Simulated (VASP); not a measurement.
Output of a VASP run:

**OUTCAR**
```
 ion  position               nearest neighbor table
   1  0.500  0.000  0.769-   3 2.30   4 2.30   3 2.30   4 2.30   2 3.66   2 3.66   2 3.66   2 3.66
  LATTYP: Found a simple tetragonal cell.
 ALAT       =     3.9452080669
 C/A-ratio  =     1.3004423152
 Subroutine PRICEL returns:
 Original cell was already a primitive cell.
 Subroutine GETGRP returns: Found 16 space group operations
The static configuration has the point symmetry D_2d.
 The point group associated with its full space group is D_4h.
The dynamic configuration has the point symmetry D_2d.
 Subroutine INISYM returns: Found 16 space group operations
 Subroutine IBZKPT returns following result:
 Found     30 irreducible k-points:

 Following reciprocal coordinates:
            Coordinates               Weight
  0.000000  0.000000  0.000000      1.000000
  0.142857  0.000000  0.000000      4.000000
  0.285714  0.000000  0.000000      4.000000
  0.428571  0.000000  0.000000      4.000000
  0.142857  0.142857  0.000000      4.000000
  0.285714  0.142857  0.000000      8.000000
  0.428571  0.142857  0.000000      8.000000
  0.285714  0.285714  0.000000      4.000000
  0.428571  0.285714  0.000000      8.000000
  0.428571  0.428571  0.000000      4.000000
  0.000000  0.000000  0.200000      2.000000
  0.142857  0.000000  0.200000      8.000000
  0.285714  0.000000  0.200000      8.000000
  0.428571  0.000000  0.200000      8.000000
  0.142857  0.142857  0.200000      8.000000
  0.285714  0.142857  0.200000     16.000000
  0.428571  0.142857  0.200000     16.000000
  0.285714  0.285714  0.200000      8.000000
  0.428571  0.285714  0.200000     16.000000
  0.428571  0.428571  0.200000      8.000000
  0.000000  0.000000  0.400000      2.000000
  0.142857  0.000000  0.400000      8.000000
  0.285714  0.000000  0.400000      8.000000
  0.428571  0.000000  0.400000      8.000000
  0.142857  0.142857  0.400000      8.000000
  0.285714  0.142857  0.400000     16.000000
  0.428571  0.142857  0.400000     16.000000
  0.285714  0.285714  0.400000      8.000000
  0.428571  0.285714  0.400000     16.000000
  0.428571  0.428571  0.400000      8.000000
   k-points           NKPTS =     30   k-points in BZ     NKDIM =     30   number of bands    NBANDS=     24
   number of dos      NEDOS =    301   number of ions     NIONS =      4
   total plane-waves  NPLWV =  36000
   dimension x,y,z NGX =    30 NGY =   30 NGZ =   40
   dimension x,y,z NGXF=    60 NGYF=   60 NGZF=   80
   ions per type =               2   2
   PREC   = accura    normal or accurate (medium, high low for compatibility)
   ISTART =      0    job   : 0-new  1-cont  2-samecut
   ICHARG =      2    charge: 1-file 2-atom 10-const
   ISPIN  =      1    spin polarized calculation?
   LNONCOLLINEAR =      F non collinear calculations
   LSORBIT =      F    spin-orbit coupling
   INIWAV =      1    electr: 0-lowe 1-rand  2-diag
   ENCUT  =  520.0 eV  38.22 Ry    6.18 a.u.   7.34  7.34  9.54*2*pi/ulx,y,z
   NELM   =    100;   NELMIN=  2; NELMDL= -5     # of ELM steps
   EDIFF  = 0.1E-06   stopping-criterion for ELM
   LREAL  =      F    real-space projection
   NLSPLINE    = F    spline interpolate recip. space projectors
   LMAXMIX     =    4 max onsite mixed and CHGCAR
   VOSKOWN=      0    Vosko Wilk Nusair interpolation
   EDIFFG = -.1E-01   stopping-criterion for IOM
   NSW    =     30    number of steps for IOM
   NBLOCK =      1;   KBLOCK =     30    inner block; outer block
   IBRION =      2    ionic relax: 0-MD 1-quasi-New 2-CG
   NFREE  =      1    steps in history (QN), initial steepest desc. (CG)
   ISIF   =      4    stress and relaxation
   ISYM   =      2    0-nonsym 1-usesym 2-fastsym
   TEIN   =    0.0    initial temperature
   TEBEG  =    0.0;   TEEND  =   0.0 temperature during run
   SMASS  =  -3.00    Nose mass-parameter (am)
   PSTRESS=    0.0 pullay stress
   NELECT =      40.0000    total number of electrons
   EFERMI =   0.00;   METHOD = LEGACY
...
```

**OSZICAR**
```
...
DAV:   4    -0.227119482836E+02    0.20859E-03   -0.18496E-03  2128   0.408E-01    0.448E-02
DAV:   5    -0.227119436361E+02    0.46475E-05   -0.25935E-04  1616   0.149E-01    0.758E-03
DAV:   6    -0.227119432429E+02    0.39318E-06   -0.16797E-05  1832   0.447E-02    0.445E-03
DAV:   7    -0.227119436061E+02   -0.36311E-06   -0.26869E-06  2080   0.124E-02    0.223E-03
DAV:   8    -0.227119435236E+02    0.82434E-07   -0.50082E-07  1504   0.538E-03
   4 F= -.22711944E+02 E0= -.22711944E+02  d E =-.742508E-02
       N       E                     dE             d eps       ncg     rms          rms(c)
DAV:   1    -0.227811353575E+02   -0.69192E-01   -0.36197E+00  1544   0.160E+01    0.160E+00
DAV:   2    -0.227407236287E+02    0.40412E-01   -0.14593E-01  1848   0.498E+00    0.971E-01
DAV:   3    -0.227174923985E+02    0.23231E-01   -0.29114E-02  1984   0.199E+00    0.207E-01
DAV:   4    -0.227170544658E+02    0.43793E-03   -0.45592E-03  2088   0.652E-01    0.708E-02
DAV:   5    -0.227170423698E+02    0.12096E-04   -0.52868E-04  1576   0.231E-01    0.137E-02
DAV:   6    -0.227170426023E+02   -0.23248E-06   -0.46133E-05  2072   0.801E-02    0.713E-03
DAV:   7    -0.227170431957E+02   -0.59339E-06   -0.10112E-05  1800   0.239E-02    0.385E-03
DAV:   8    -0.227170430374E+02    0.15828E-06   -0.14479E-06  1616   0.109E-02    0.906E-04
DAV:   9    -0.227170430392E+02   -0.17681E-08   -0.18412E-07  1288   0.391E-03
   5 F= -.22717043E+02 E0= -.22717043E+02  d E =-.125246E-01
       N       E                     dE             d eps       ncg     rms          rms(c)
DAV:   1    -0.227177280657E+02   -0.68503E-03   -0.36638E-02  1520   0.161E+00    0.161E-01
DAV:   2    -0.227173261561E+02    0.40191E-03   -0.15048E-03  1944   0.559E-01    0.981E-02
DAV:   3    -0.227170905644E+02    0.23559E-03   -0.28504E-04  2016   0.236E-01    0.210E-02
DAV:   4    -0.227170874485E+02    0.31159E-05   -0.61729E-05  2072   0.661E-02    0.756E-03
DAV:   5    -0.227170868963E+02    0.55224E-06   -0.77432E-06  1640   0.232E-02    0.146E-03
DAV:   6    -0.227170869774E+02   -0.81166E-07   -0.72231E-07  1624   0.697E-03
   6 F= -.22717087E+02 E0= -.22717087E+02  d E =-.125685E-01
       N       E                     dE             d eps       ncg     rms          rms(c)
DAV:   1    -0.227171564497E+02   -0.69553E-04   -0.42341E-03  1536   0.548E-01    0.547E-02
DAV:   2    -0.227171099459E+02    0.46504E-04   -0.17141E-04  2072   0.193E-01    0.333E-02
DAV:   3    -0.227170819310E+02    0.28015E-04   -0.32829E-05  2024   0.831E-02    0.718E-03
DAV:   4    -0.227170816792E+02    0.25178E-06   -0.77320E-06  2064   0.232E-02    0.245E-03
DAV:   5    -0.227170818455E+02   -0.16635E-06   -0.89975E-07  1576   0.828E-03    0.488E-04
DAV:   6    -0.227170817747E+02    0.70812E-07   -0.66462E-08   944   0.243E-03
   7 F= -.22717082E+02 E0= -.22717082E+02  d E =-.125633E-01
       N       E                     dE             d eps       ncg     rms          rms(c)
DAV:   1    -0.227170590062E+02    0.22839E-04   -0.11722E-02  1696   0.659E-01    0.231E-02
DAV:   2    -0.227170903867E+02   -0.31380E-04   -0.33794E-04  2200   0.155E-01    0.824E-03
DAV:   3    -0.227170894565E+02    0.93019E-06   -0.40868E-06  1688   0.214E-02    0.562E-03
DAV:   4    -0.227170888821E+02    0.57442E-06   -0.81980E-07  2056   0.148E-02    0.164E-03
DAV:   5    -0.227170889350E+02   -0.52880E-07   -0.24270E-07  1128   0.445E-03
   8 F= -.22717089E+02 E0= -.22717089E+02  d E =-.716025E-05
```

OUTCAR:
```
------------------------ aborting loop because EDIFF is reached ----------------------------------------
  FORCE on cell =-STRESS in cart. coord.  units (eV):
  Direction    XX          YY          ZZ          XY          YZ          ZX
  --------------------------------------------------------------------------------------
  Total       -0.4349210     -0.4349210     -0.4201933      0.0000000      0.0000000      0.0000000
  in kB       -8.7260984     -8.7260984     -8.4306075      0.0000000      0.0000000      0.0000000
  external PRESSURE =      -8.6276014 kB  Pullay stress =       0.0000000 kB
  volume of cell :       79.85
      direct lattice vectors                 reciprocal lattice vectors
     3.883615744  0.000000000  0.000000000     0.257492004  0.000000000  0.000000000
     0.000000000  3.883615744 -0.000000000     0.000000000  0.257492004  0.000000000
     0.000000000 -0.000000000  5.294541101     0.000000000  0.000000000  0.188873782
 POSITION                                       TOTAL-FORCE (eV/Angst)
 -----------------------------------------------------------------------------------
      1.94181     -0.00000      4.13061        -0.000000     -0.000000      0.004624
      3.88362      1.94181      1.16393         0.000000      0.000000     -0.004624
      1.94181      1.94181     -0.00000         0.000000      0.000000      0.000000
      0.00000      0.00000      0.00000         0.000000     -0.000000      0.000000
 -----------------------------------------------------------------------------------
    total drift:                                0.000000      0.000000      0.000000
  FREE ENERGIE OF THE ION-ELECTRON SYSTEM (eV)
  ---------------------------------------------------
  free  energy   TOTEN  =       -22.7170889350 eV

  energy  without entropy=      -22.7170889350  energy(sigma->0) =      -22.71708893

 reached required accuracy - stopping structural energy minimisation
```
(Selected blocks of OUTCAR.)

**POSCAR**
```
SnO
1
    3.9452080669     0.0000000000     0.0000000000
    0.0000000000     3.9452080669     0.0000000000
    0.0000000000     0.0000000000     5.1305155123
Sn O
2 2
Direct
  0.5000000000   0.0000000000   0.7689654975
  0.0000000000   0.5000000000   0.2310345025
  0.5000000000   0.5000000000   0.0000000000
  0.0000000000   0.0000000000   0.0000000000
```

Problem. Reconstruct the remaining input files.

Solution. One answer among several that fit: the input of the run itself, PBE GGA, plane waves, VASP's PBE PAW potentials (set 64).

### INCAR
```
ALGO = Normal
EDIFF = 1E-7
EDIFFG = -0.01
ENCUT = 520
GGA = PE
IBRION = 2
ISIF = 4
ISMEAR = 0
LASPH = .True.
LCHARG = .False.
LMAXMIX = 4
LREAL = .False.
LWAVE = .False.
NELM = 100
NSW = 30
PREC = Accurate
SIGMA = 0.05
SYSTEM = SnO
```

### KPOINTS
```
Automatic mesh
0
Gamma
7 7 5
0 0 0
```

POTCAR, in this order: Sn_d O (PBE.64 set). Program: vasp_std.

Without a dispersion term in the relaxation, distances and binding between the weakly bound layers, chains or molecules are unreliable, and so is what depends on them.

The compound is SnO in the litharge structure. This cell is one point of a volume scan, at 1.06 of the reference volume. Symmetry was kept, so distortions that lower it aren't found.
